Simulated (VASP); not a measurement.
```xyz
3
Lattice="0.0000 2.8194 2.8194 2.8194 0.0000 2.8194 2.8194 2.8194 0.0000" Properties=species:S:1:pos:R:3 pbc="T T T"
Li     1.4097     1.4097     1.4097
Li     4.2291     4.2291     4.2291
S      0.0000     0.0000     0.0000
```

Computed with PBE GGA with D4 dispersion, VASP's PBE PAW potentials (set 64) (plane waves; VASP 6.6.1). Numerical set-up: 520 eV cut-off, 8×8×8 Γ-centred mesh, tetrahedra with Blöchl corrections, potentials Li_sv S.

Task: What does the run give for the energy per atom (σ→0), band gap (on the k-mesh) with the smallest direct gap where there is one?

Result: 
* **band gap (on the k-mesh)**: 3.37 eV
* **smallest direct gap (on the k-mesh)**: 4.44 eV
* **energy per atom (σ→0)**: -4.110 eV/atom

Total energies compare only between runs with the same potentials, cut-off and functional.

The compound is Li2S in the antifluorite structure. It was relaxed first.
